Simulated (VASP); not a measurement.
Data:

```xyz
2
Lattice="1.1301 -1.9574 0.0000 1.1301 1.9574 0.0000 0.0000 0.0000 3.5510" Properties=species:S:1:pos:R:3 pbc="T T T"
Be     1.1301     0.6525     0.8877
Be     1.1301    -0.6525     2.6632
```

These are PBEsol GGA, VASP's PBE PAW potentials (set 64) (plane waves; VASP) values and carry that method's errors. Run with 400 eV cut-off, Gaussian smearing of 0.050 eV, potentials Be.

**Question.** Give the energies of bands 1 to 4 at the high-symmetry points, in eV from the Fermi level.

**Answer.** 
```csv
band,Γ,M,K,A,L,H
1,-11.38,-5.06,-2.53,-9.21,-3.67,-1.16
2,-4.46,-3.15,-1.02,-9.21,-3.67,-1.16
3,1.18,3.64,-1.02,10.83,1.59,0.33
4,16.02,6.51,6.72,10.83,1.59,0.33
```

It has no gap at this level: it comes out as a metal or semimetal.

The compound is Be in the hcp structure. It was relaxed first.
